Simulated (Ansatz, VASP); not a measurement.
**Cross-check of PtS2 between VASP and Ansatz**

One calculation is typed for both programs; each brings its own data sets. How far apart do they land? The cell is taken from a series of runs on this material, whose earlier steps may have relaxed, scaled, displaced or heated it; both programs get it as it stands.

Main program and level: Ansatz 0.2.0; plane waves, with VASP 6.6.1 beside it; zone-centre phonons at PBE with D3(BJ).

**1. Set-up**

Symmetry: P-3m1, No. 164, trigonal system. The conventional cell has a = 3.548 Å, b = 3.548 Å, c = 4.281 Å, α = 90.00°, β = 90.00°, γ = 120.00°. Nearest to S lie 3 Pt at 2.37 Å. Nearest to Pt lie 6 S at 2.37 Å. Farther neighbours and most contacts between anions are not listed.

**2. VASP: zone-centre phonons, PBE with D3(BJ)**

Second derivatives magnify differences that forces hide, and they need a tight electronic threshold.

Lines of VASP's logs that name or quote its potential files are left out, and so is its time.

File INCAR:

```
SYSTEM = PtS2
PREC = Accurate
ENCUT = 500
EDIFF = 1E-08
NELM = 120
ISMEAR = 0
SIGMA = 0.01
LREAL = .FALSE.
ALGO = Normal
GGA = PE
IVDW = 12
NBANDS = 17
LASPH = .TRUE.
LORBIT = 11
LWAVE = .FALSE.
LCHARG = .FALSE.
ISIF = 2
IBRION = 6
NFREE = 2
POTIM = 0.015
NSW = 1
GGA_COMPAT = .FALSE.
KPAR = 2
```

File POSCAR:

```
PtS2
1.0
    3.5481666729      0.0000000000      0.0000000000
   -1.7740833364      3.0728024756      0.0000000000
    0.0000000000      0.0000000000      4.2805424074
S Pt
2 1
Direct
    0.3333333333      0.6666666667      0.2787654293
    0.6666666667      0.3333333333      0.7212345707
    0.0000000000      0.0000000000      0.0000000000
```

File KPOINTS:

```
Automatic mesh
0
Gamma
12 12 8
0 0 0
```

Potentials, in the order of the species: S and Pt (PBE family, release 64).

Run with:

```sh
$ mpirun -np 2 vasp_std
```

Numbers of over 12 decimals in the logs are rounded to 6 here.

What it wrote:

```text
[banner, memory and clock lines left out]
running    2 mpi-ranks, on    1 nodes
 distrk:  each k-point on    1 cores,    2 groups
 distr:  one band on    1 cores,    1 groups

 POSCAR found type information on POSCAR S Pt
 POSCAR found :  2 types and       3 ions
 LDA part: xc-table for (Slater+PW92), standard interpolation
 POSCAR, INCAR and KPOINTS ok, starting setup
 FFT: planning ... GRIDC
 FFT: planning ... GRID_SOFT
 FFT: planning ... GRID
 WAVECAR not read
 entering main loop
       N       E                     dE             d eps       ncg     rms          rms(c)
DAV:   1     0.107084049051E+03    0.10708E+03   -0.10554E+04  4566   0.114E+03
DAV:   2    -0.115660705746E+02   -0.11865E+03   -0.11545E+03  5518   0.229E+02
DAV:   3    -0.162110705661E+02   -0.46450E+01   -0.45684E+01  5583   0.459E+01
DAV:   4    -0.162555254862E+02   -0.44455E-01   -0.44427E-01  5833   0.497E+00
DAV:   5    -0.162560527219E+02   -0.52724E-03   -0.52718E-03  5806   0.533E-01    0.200E+01
DAV:   6    -0.152930967350E+02    0.96296E+00   -0.66545E+00  4535   0.244E+01    0.135E+01
DAV:   7    -0.150765425416E+02    0.21655E+00   -0.12042E+00  4531   0.112E+01    0.639E+00
DAV:   8    -0.150589789229E+02    0.17564E-01   -0.58196E-02  5188   0.185E+00    0.132E+00
DAV:   9    -0.150560765035E+02    0.29024E-02   -0.92862E-03  5517   0.966E-01    0.199E-01
DAV:  10    -0.150562181481E+02   -0.14164E-03   -0.10376E-03  5428   0.232E-01    0.104E-01
DAV:  11    -0.150562622605E+02   -0.44112E-04   -0.72581E-05  5323   0.792E-02    0.225E-02
DAV:  12    -0.150562566525E+02    0.56081E-05   -0.30930E-05  5151   0.559E-02    0.848E-03
DAV:  13    -0.150562574391E+02   -0.78663E-06   -0.17287E-06  5895   0.931E-03    0.249E-03
DAV:  14    -0.150562574314E+02    0.77043E-08   -0.16717E-07  5193   0.360E-03    0.697E-04
DAV:  15    -0.150562573795E+02    0.51883E-07   -0.13965E-08  4401   0.822E-04    0.613E-04
DAV:  16    -0.150562573463E+02    0.33223E-07   -0.62795E-09  3613   0.704E-04    0.210E-04
DAV:  17    -0.150562573444E+02    0.18731E-08   -0.58081E-10  2426   0.210E-04
   1 F= -.16569073E+02 E0= -.16569058E+02  d E =-.293914E-04
[... from here on, the cycles between the ionic steps are left out ...]
   2 F= -.16567944E+02 E0= -.16567935E+02  d E =-.184000E-04
   3 F= -.16567944E+02 E0= -.16567935E+02  d E =-.184007E-04
   4 F= -.16566961E+02 E0= -.16566944E+02  d E =-.328963E-04
   5 F= -.16568287E+02 E0= -.16568272E+02  d E =-.293849E-04
   6 F= -.16566959E+02 E0= -.16566944E+02  d E =-.290352E-04
   7 F= -.16566959E+02 E0= -.16566944E+02  d E =-.290351E-04
   8 F= -.16566882E+02 E0= -.16566867E+02  d E =-.293911E-04
 Finite differences progress:
  Degree of freedom:   4/  4
  Displacement:        1/  2
  Total:               7/  8
 bond charge predicted
       N       E                     dE             d eps       ncg     rms          rms(c)
DAV:   1    -0.150484798001E+02    0.55890E-02   -0.48001E+00  4459   0.115E+01    0.580E-01
DAV:   2    -0.150548580016E+02   -0.63782E-02   -0.65817E-02  5364   0.184E+00    0.241E-01
DAV:   3    -0.150542304941E+02    0.62751E-03   -0.16928E-03  5548   0.268E-01    0.137E-01
DAV:   4    -0.150540637312E+02    0.16676E-03   -0.91364E-04  5118   0.164E-01    0.394E-02
DAV:   5    -0.150540708675E+02   -0.71362E-05   -0.31478E-05  5511   0.381E-02    0.140E-02
DAV:   6    -0.150540687762E+02    0.20913E-05   -0.85848E-06  5155   0.191E-02    0.558E-03
DAV:   7    -0.150540688052E+02   -0.29096E-07   -0.21284E-06  5699   0.910E-03    0.309E-03
DAV:   8    -0.150540687651E+02    0.40121E-07   -0.41216E-07  4937   0.381E-03    0.707E-04
DAV:   9    -0.150540687654E+02   -0.26921E-09   -0.12702E-08  3522   0.816E-04
   9 F= -.16566882E+02 E0= -.16566867E+02  d E =-.293911E-04
 Finite differences progress:
  Degree of freedom:   4/  4
  Displacement:        2/  2
  Total:               8/  8
```

Parts of OUTCAR (step 2):

```text
ion  position               nearest neighbor table
   1  0.333  0.667  0.279-   3 2.37   3 2.37   3 2.37   2 2.79   2 2.79   2 2.79
   2  0.667  0.333  0.721-   3 2.37   3 2.37   3 2.37   1 2.79   1 2.79   1 2.79
   3  0.000  0.000  0.000-   1 2.37   2 2.37   1 2.37   2 2.37   2 2.37   1 2.37

  LATTYP: Found a hexagonal cell.
 ALAT       =     3.5481666729
 C/A-ratio  =     1.2064096200

 Subroutine GETGRP returns: Found 12 space group operations
 (whereof 12 operations were pure point group operations)

The static configuration has the point symmetry D_3d.

 Found    131 irreducible k-points:

   k-points           NKPTS =    131   k-points in BZ     NKDIM =    131   number of bands    NBANDS=     17

   dimension x,y,z NGX =    28 NGY =   28 NGZ =   32
   dimension x,y,z NGXF=    56 NGYF=   56 NGZF=   64

   ENCUT  =  500.0 eV  36.75 Ry    6.06 a.u.   6.47  6.47  7.80*2*pi/ulx,y,z

   NELECT =      22.0000    total number of electrons

 k-points in reciprocal lattice and weights: Automatic mesh
   0.00000000  0.00000000  0.00000000       0.001
   0.08333333  0.00000000  0.00000000       0.005
   0.16666667  0.00000000  0.00000000       0.005
   0.25000000  0.00000000  0.00000000       0.005
   0.33333333  0.00000000  0.00000000       0.005
   0.41666667  0.00000000  0.00000000       0.005
   0.50000000  0.00000000  0.00000000       0.003
   0.08333333  0.08333333  0.00000000       0.005
   0.16666667  0.08333333  0.00000000       0.010
[...]
0.33333333  0.25000000  0.50000000       0.010
   0.33333333  0.33333333  0.50000000       0.002

 Edisp (eV)   -1.51281

 average (electrostatic) potential at core
       1 -83.4129       2 -83.4529       3 -66.1222

 E-fermi :   9.4850

 k-point     1 :       0.0000    0.0000    0.0000
  band No.  band energies     occupation
    ...
      6       5.1156      2.00000
      7       5.1156      2.00000
      8       6.9430      2.00000
      9       7.8515      2.00000
     10       7.8515      2.00000
     11       9.9488      0.00000
     12      10.1104      0.00000
     13      10.1104      0.00000
     14      12.4769      0.00000
     15      14.9398      0.00000
    ...

 k-point     2 :       0.0833    0.0000    0.0000
  band No.  band energies     occupation
    ...
      7       5.0435      2.00000
      8       6.6623      2.00000
      9       7.6700      2.00000
     10       7.7263      2.00000
     11       9.1231      2.00000
     12      10.2675      0.00000
     13      10.8746      0.00000
     14      12.9209      0.00000
     15      15.2844      0.00000
     16      16.5207      0.00000
    ...

 k-point     3 :       0.1667    0.0000    0.0000
  band No.  band energies     occupation
    ...
      7       4.8712      2.00000
      8       6.0203      2.00000
      9       7.3690      2.00000
     10       7.3931      2.00000
     11       8.4189      2.00000
     12      10.6811      0.00000
     13      11.3097      0.00000
     14      13.9293      0.00000
     15      15.7117      0.00000
     16      16.6603      0.00000
    ...

 Edisp (eV)   -1.51281

  Total       2.11749     2.11749     2.17917     0.00000     0.00000    -0.00000
  in kB      72.69349    72.69349    74.81089     0.00000     0.00000    -0.00000
  external pressure =       73.40 kB  Pullay stress =        0.00 kB

  energy-cutoff  :      500.00
  volume of cell :       46.67
      direct lattice vectors                 reciprocal lattice vectors
     3.548166673  0.000000000  0.000000000     0.281835689  0.162717911  0.000000000
    -1.774083336  3.072802476  0.000000000     0.000000000  0.325435822  0.000000000
     0.000000000  0.000000000  4.280542407     0.000000000  0.000000000  0.233615254

 POSITION                                       TOTAL-FORCE (eV/Angst)
 -----------------------------------------------------------------------------------
     -0.00000      2.04853      1.19327         0.000000     -0.000000     -0.188457
      1.77408      1.02427      3.08728         0.000000     -0.000000     -0.103699
      0.00000      0.00000     -0.01500        -0.000000      0.000000      0.292156
 -----------------------------------------------------------------------------------
    total drift:                                0.000000      0.000000     -0.000002

  FREE ENERGIE OF THE ION-ELECTRON SYSTEM (eV)
  ---------------------------------------------------
  free  energy   TOTEN  =       -16.5668817437 eV

  energy  without entropy=      -16.5668523526  energy(sigma->0) =      -16.56686705

 Eigenvectors and eigenvalues of the dynamical matrix
 ----------------------------------------------------

   1 f  =   11.049945 THz    69.428850 2PiTHz  368.586480 cm-1    45.698879 meV
             X         Y         Z           dx          dy          dz
     -0.000000  2.048535  1.193267    -0.000000    0.000000   -0.707107
      1.774083  1.024267  3.087275    -0.000000   -0.000000    0.707107
      0.000000  0.000000  0.000000     0.000000   -0.000000    0.000000

   2 f  =    9.930932 THz    62.397885 2PiTHz  331.260232 cm-1    41.071016 meV
             X         Y         Z           dx          dy          dz
     -0.000000  2.048535  1.193267     0.000000   -0.000000   -0.613421
      1.774083  1.024267  3.087275     0.000000   -0.000000   -0.613421
      0.000000  0.000000  0.000000    -0.000000    0.000000    0.497422

   3 f  =    9.755678 THz    61.296735 2PiTHz  325.414403 cm-1    40.346226 meV
             X         Y         Z           dx          dy          dz
     -0.000000  2.048535  1.193267     0.401216    0.463960   -0.000000
      1.774083  1.024267  3.087275     0.401216    0.463960   -0.000000
      0.000000  0.000000  0.000000    -0.325437   -0.376330    0.000000

   4 f  =    9.755678 THz    61.296735 2PiTHz  325.414403 cm-1    40.346226 meV
             X         Y         Z           dx          dy          dz
     -0.000000  2.048535  1.193267    -0.463960    0.401216   -0.000000
      1.774083  1.024267  3.087275    -0.463960    0.401216   -0.000000
      0.000000  0.000000  0.000000     0.376330   -0.325437    0.000000

   5 f  =    9.033910 THz    56.761732 2PiTHz  301.338811 cm-1    37.361234 meV
             X         Y         Z           dx          dy          dz
     -0.000000  2.048535  1.193267    -0.462527   -0.534854   -0.000000
      1.774083  1.024267  3.087275     0.462527    0.534854    0.000000
      0.000000  0.000000  0.000000     0.000000    0.000000    0.000000

   6 f  =    9.033910 THz    56.761732 2PiTHz  301.338811 cm-1    37.361234 meV
             X         Y         Z           dx          dy          dz
     -0.000000  2.048535  1.193267     0.534854   -0.462527   -0.000000
      1.774083  1.024267  3.087275    -0.534854    0.462527    0.000000
      0.000000  0.000000  0.000000     0.000000   -0.000000   -0.000000

   7 f/i=    0.000193 THz     0.001213 2PiTHz    0.006442 cm-1     0.000799 meV
             X         Y         Z           dx          dy          dz
     -0.000000  2.048535  1.193267     0.000000   -0.000000    0.351730
      1.774083  1.024267  3.087275     0.000000   -0.000000    0.351730
      0.000000  0.000000  0.000000     0.000000   -0.000000    0.867509

   8 f/i=    0.001380 THz     0.008671 2PiTHz    0.046034 cm-1     0.005707 meV
             X         Y         Z           dx          dy          dz
     -0.000000  2.048535  1.193267    -0.350863   -0.025724   -0.000000
      1.774083  1.024267  3.087275    -0.350863   -0.025724   -0.000000
      0.000000  0.000000  0.000000    -0.865126   -0.063427   -0.000000

   9 f/i=    0.001380 THz     0.008671 2PiTHz    0.046034 cm-1     0.005707 meV
             X         Y         Z           dx          dy          dz
     -0.000000  2.048535  1.193267    -0.025724    0.350863    0.000000
      1.774083  1.024267  3.087275    -0.025724    0.350863    0.000000
      0.000000  0.000000  0.000000    -0.063427    0.865126    0.000000

 ELASTIC MODULI CONTR FROM IONIC RELAXATION (kBar)
 Direction    XX          YY          ZZ          XY          YZ          ZX
 --------------------------------------------------------------------------------
 XX        -730.9732   -381.6423   -528.6932     -0.0000    312.4000      0.0000
 YY        -381.6423   -730.9732   -528.6932     -0.0000   -312.4000     -0.0000
 ZZ        -528.6932   -528.6932   -502.4493     -0.0000      0.0000     -0.0000
 XY          -0.0000     -0.0000     -0.0000   -174.6654     -0.0000    312.4009
 YZ         312.4000   -312.4000      0.0000     -0.0000   -558.7468     -0.0000
 ZX           0.0000     -0.0000     -0.0000    312.4009     -0.0000   -558.7502
 --------------------------------------------------------------------------------

 total charge
# of ion       s       p       d       tot
------------------------------------------
    1        1.370   2.267   0.000   3.638
    2        1.370   2.267   0.000   3.638
    3        0.716   0.812   8.034   9.561
--------------------------------------------------
tot          3.457   5.347   8.034  16.837

[... 3 further parts left out ...]
```

CONTCAR:

```
PtS2
   1.00000000000000
     3.5481666728999999    0.0000000000000000    0.0000000000000000
    -1.7740833363999999    3.0728024756000001    0.0000000000000000
     0.0000000000000000    0.0000000000000000    4.2805424073999996
  S               Pt
     2     1
Direct
     0.3333333332999970    0.6666666667000030    0.2787654293000017
     0.6666666667000030    0.3333333332999970    0.7212345706999983
     0.0000000000000000    0.0000000000000000   -0.0035042288038237
```

Levels, forces or a CONTCAR printed for this step are those of its last displaced cell, not of the structure at rest.

(Part 1 of 2 ends here.)

[Lines on the potential files, build, host, timing and source positions are cut from VASP's logs without a mark.]

[Logs are printed without paths, hosts, clocks, repeated set-up lines and the standing remarks that a program may print on its own settings, such as how far it seeks lower states.]

[Hosts, paths, dates, database ids (printed as entryN), source tags and the programs' standing remarks are cut or masked in the printed files.]
